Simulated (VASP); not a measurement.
Input:

```yaml
crystal:
  lattice:
    - [0.00000, 4.21299, 4.32883]
    - [2.47576, 0.00000, 4.32883]
    - [2.47576, 4.21299, 0.00000]
  atoms:
    - { symbol: Ti, position: [0.75000, 0.75000, 0.75000] }
    - { symbol: Ti, position: [0.50000, 0.50000, 0.50000] }
    - { symbol: Ge, position: [0.08120, 0.41880, 0.08120] }
    - { symbol: Ge, position: [0.41880, 0.08120, 0.41880] }
    - { symbol: Ge, position: [0.16880, 0.83120, 0.16880] }
    - { symbol: Ge, position: [0.83120, 0.16880, 0.83120] }
```

Method: LDA (Ceperley-Alder, Perdew-Zunger), VASP's LDA PAW potentials (set 64) (plane waves; VASP 6.6.1). Settings: 400 eV cut-off, 9×9×9 Γ-centred mesh, tetrahedra with Blöchl corrections, potentials Ti_sv Ge_d.

The cores are frozen, which limits the accuracy of field gradients.

### Question
Give the principal components of the electric field gradient (V/Å²) and the asymmetry η at each nucleus.

### Answer

```csv
atom,Vxx,Vyy,Vzz,η
Ti1,7.9,6.5,-14.3,0.10
Ti2,7.9,6.5,-14.3,0.10
Ge3,71.5,24.2,-95.8,0.49
Ge4,71.5,24.2,-95.8,0.49
Ge5,71.5,24.2,-95.8,0.49
Ge6,71.5,24.2,-95.8,0.49
```

The structure comes from a computed database's TiGe2 entry (Fddd); how it stands against other phases isn't given here. It was relaxed first.
